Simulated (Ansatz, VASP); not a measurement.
# GaBAs2 (CuAu-ordered zincblende type (invented)): VASP beside Ansatz, part 2 of 2

Aim: how closely do two programs agree when they are given the same cell, functional and k mesh? The cell is generated by rule, not measured, and may not be a known phase. The cell is taken from a series of runs on this material, whose earlier steps may have relaxed, scaled, displaced or heated it; both programs get it as it stands.

VASP 6.6.1 and Ansatz 0.2.0.

So far: Set-up; VASP: relaxation of cell and atoms, PBE, pair 1; Ansatz: relaxation of cell and atoms, PBE, pair 1; Side by side.

## 5. VASP: relaxation of cell and atoms, PBE, pair 2

Level of this step: PBE; plane waves and PAW (B, Ga_d, As); invented cell (VASP).

The relaxed volume is the usual yardstick between codes: in a stiff, nearly cubic crystal its relative difference is about their pressure difference at one cell divided by the bulk modulus.

INCAR reads:

```
SYSTEM = GaBAs2
PREC = Accurate
ENCUT = 500
EDIFF = 1E-07
NELM = 120
ISMEAR = 0
SIGMA = 0.02
LREAL = .FALSE.
ALGO = Normal
GGA = PE
NBANDS = 19
LORBIT = 11
LWAVE = .FALSE.
LCHARG = .FALSE.
ISIF = 3
IBRION = 2
NSW = 80
EDIFFG = -0.005
LASPH = .TRUE.
GGA_COMPAT = .FALSE.
NELMIN = 4
EFERMI = MIDGAP
KPAR = 2
```

POSCAR reads:

```
GaBAs2
1.0
    3.6885380000      0.0000000000      0.0000000000
    0.0000000000      3.6885380000      0.0000000000
    0.0000000000      0.0000000000      5.4078550000
B Ga As
1 1 2
Direct
    0.0000000000      0.0000000000      0.0000000000
    0.5000000000      0.5000000000      0.4999999075
    0.0000000000      0.5000000000      0.2123940083
    0.5000000000      0.0000000000      0.7876059917
```

KPOINTS reads:

```
Automatic mesh
0
Gamma
10 10 8
0 0 0
```

PAW data sets: B, Ga_d and As (PBE family, release 64).

On the command line:

```
mpirun -np 2 vasp_std
```

Numbers of over 12 decimals in the logs are rounded to 6 here.

The log of the run:

```text
[... set-up lines as in an earlier step ...]
 entering main loop
       N       E                     dE             d eps       ncg     rms          rms(c)
DAV:   1     0.150657021930E+03    0.15066E+03   -0.12006E+04  4017   0.164E+03
DAV:   2    -0.382025658055E+01   -0.15448E+03   -0.14891E+03  4448   0.355E+02
DAV:   3    -0.188916972285E+02   -0.15071E+02   -0.14718E+02  4818   0.924E+01
DAV:   4    -0.193146107014E+02   -0.42291E+00   -0.42156E+00  5198   0.151E+01
[...]
DAV:  13    -0.189233477642E+02   -0.16125E-06   -0.23967E-06  4951   0.165E-02    0.174E-03
DAV:  14    -0.189233479963E+02   -0.23214E-06   -0.17183E-07  4039   0.466E-03    0.317E-04
DAV:  15    -0.189233480058E+02   -0.94965E-08   -0.38243E-08  2610   0.134E-03
   1 F= -.18923348E+02 E0= -.18923348E+02  d E =-.189233E+02
[... from here on, the cycles between the ionic steps are left out ...]
   2 F= -.18923793E+02 E0= -.18923793E+02  d E =-.445477E-03
   3 F= -.18923893E+02 E0= -.18923893E+02  d E =-.545325E-03
   4 F= -.18923893E+02 E0= -.18923893E+02  d E =-.545003E-03
   5 F= -.18923917E+02 E0= -.18923917E+02  d E =-.242097E-04
   6 F= -.18923923E+02 E0= -.18923923E+02  d E =-.299946E-04
[...]
reached required accuracy - stopping structural energy minimisation
```

OUTCAR, selected parts (step 5):

```text
  Total        0.0059011      0.0059011      0.0092203      0.0000000      0.0000000      0.0000000
  in kB        0.1279237      0.1279237      0.1998790      0.0000000      0.0000000      0.0000000
  external PRESSURE =       0.1519088 kB  Pullay stress =       0.0000000 kB

 POSITION                                       TOTAL-FORCE (eV/Angst)
 -----------------------------------------------------------------------------------
      0.00000      0.00000      0.00000         0.000000      0.000000      0.000000
      1.84566      1.84566      2.71203         0.000000     -0.000000      0.000000
      0.00000      1.84566      1.15061         0.000000      0.000000      0.000402
      1.84566      0.00000      4.27344        -0.000000      0.000000     -0.000402
 -----------------------------------------------------------------------------------
    total drift:                                0.000000      0.000000      0.000188

  FREE ENERGIE OF THE ION-ELECTRON SYSTEM (eV)
  ---------------------------------------------------
  free  energy   TOTEN  =       -18.9239230037 eV

  energy  without entropy=      -18.9239230037  energy(sigma->0) =      -18.92392300

[... 2 parts as in an earlier step ...]

[... 2 further parts left out ...]
[key lines of the parts left out:]
E-fermi :   5.2353
```

## 6. Ansatz: relaxation of cell and atoms, PBE, pair 2

The same cell, functional, mesh and smearing now go to Ansatz, which takes its cutoff from its data sets.

The cell is taken from a series of runs on this material, whose earlier steps may have relaxed, scaled, displaced or heated it; both programs get it as it stands.

input.yaml reads:

```yaml
crystal:
  lattice:
    - [3.6885377342, 0.0, 0.0]
    - [0.0, 3.6885377342, 0.0]
    - [0.0, 0.0, 5.4078547113]
  atoms:
    - { symbol: B, position: [0.0, 0.0, 0.0] }
    - { symbol: Ga, position: [0.5, 0.5, 0.5] }
    - { symbol: As, position: [0.0, 0.5, 0.2123939665] }
    - { symbol: As, position: [0.5, 0.0, 0.7876060335] }
kpoints:
  mp_grid: { grid: [10, 10, 8] }
hamiltonian:
  xc: pbe
scf:
  occupations: { method: gaussian, width: 0.02 }
output:
  forces: true
  stress: true
  eigenvalues: true
relax:
  adjacent_minimum: "off"
  f_tol: 0.005
  max_steps: 80
  cell: { stress_tol: 0.05 }
```

On the command line:

```
ansatz run input.yaml --threads 2 --pin off --max-ram 5120MiB --backend cpu --events-out ev --progress --plain --runs-dir out
```

The log of the run:

```text
[...]
Crystal: 4 atoms, lattice volume = 73.576 Å³
Basis set: ecut = 420 eV, 1443 PW (Γ), exchange–correlation on 50×50×80 points (8 copies of the dense FFT grid, shifted against one another)
Bands: 28, of which v1, the nominal top of the filled ones, is band 23 counted from 1 (22 counted from 0)
Symmetry: 8 space group operations
[...]
k-points: 105 of 800 (time reversal used)
[...]
--- Relaxed structure (4 steps of the walk, 4 accepted, 1 SCFs on fresh bases) ---
[...]
cell:  # Å, volume = 73.6918 Å³
    - [3.687316, 0, -3.3148204445308243e-19]
    - [0, 3.687316, 0]
    - [-4.859938720935313e-19, 0, 5.419989]
  atoms:
    - { symbol: B, position: [0, 0, 0] }
    - { symbol: Ga, position: [0.500000, 0.500000, 0.500000] }
    - { symbol: As, position: [0, 0.500000, 0.212000] }
    - { symbol: As, position: [0.500000, 0, 0.788000] }
[key lines of the parts left out:]
SCF converged after 4 iterations
Free energy (F): -13651.194902 eV
Fermi energy:    9.726243 eV
P = ⅓ Tr σ = 0.0031 GPa (0.031 kbar)
```

## 7. Comparison

What differs besides the data sets and the points named for the pairs above, as far as they apply: the data sets hold 46 valence electrons in Ansatz (on its default PAW (the set named soft_2) files) and 26 in VASP. Total energies have different zeros and are not compared.

The two programs side by side:

| quantity | Ansatz | VASP | difference |
| --- | --- | --- | --- |
| volume (Å³) | 73.69 | 73.91 | -0.29 % |
| edge a after relaxation, in the typed setting (Å) | 3.687 | 3.691 | -0.11 % |
| edge c after relaxation, in the typed setting (Å) | 5.420 | 5.424 | -0.08 % |

## 8. What came out

| Property | Result |
| --- | --- |
| difference in volume (relaxation of cell and atoms, PBE, pair 1) | -0.31 % |
| difference in volume (relaxation of cell and atoms, PBE, pair 2) | -0.29 % |

**Reading.** The difference in volume is -0.31 % (relaxation of cell and atoms, PBE, pair 1), within the 1.2 % picked in this series as the mark of a large difference, as far as the stopping tolerances let one tell. The data sets hold unlike numbers of valence electrons (46 in Ansatz and 26 in VASP), so part of the differences comes from the potentials. 1 further run of this series is not shown here. How closely two codes agree says nothing of how well the functional describes the real material.

[Lines on the potential files, build, host, timing and source positions are cut from VASP's logs without a mark.]

[Logs are printed without paths, hosts, clocks, repeated set-up lines and the standing remarks that a program may print on its own settings, such as how far it seeks lower states.]

[Hosts, paths, dates, database ids (printed as entryN), source tags and the programs' standing remarks are cut or masked in the printed files.]
